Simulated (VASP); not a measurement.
Given:

```xyz
4
Lattice="1.9574 1.1301 6.4792 -1.9574 1.1301 6.4792 0.0000 -2.2602 6.4792" Properties=species:S:1:pos:R:3 pbc="T T T"
Zn     0.0000     0.0000     9.6978
Hg     0.0000     0.0000     0.0692
S      0.0000     0.0000     2.5532
S      0.0000     0.0000    11.9763
```

Calculation: LDA (Ceperley-Alder, Perdew-Zunger), VASP's LDA PAW potentials (set 64) (plane waves; VASP 6.6.1). Run with 400 eV cut-off, 7×7×7 Γ-centred mesh, tetrahedra with Blöchl corrections, potentials Zn Hg S.

The cores are frozen, which limits the accuracy of field gradients.

Question: Give the principal components of the electric field gradient (V/Å²) and the asymmetry η at each nucleus.

Answer: 
```tsv
atom	Vxx	Vyy	Vzz	η
Zn1	5.0	5.0	-10.0	0.00
Hg2	32.2	32.2	-64.5	0.00
S3	-10.1	-10.1	20.1	0.00
S4	-6.0	-6.0	12.1	0.00
```

The structure comes from a computed database's ZnHgS2 entry (R3m); how it stands against other phases isn't given here. It was relaxed first, which changed the volume by -8 %.
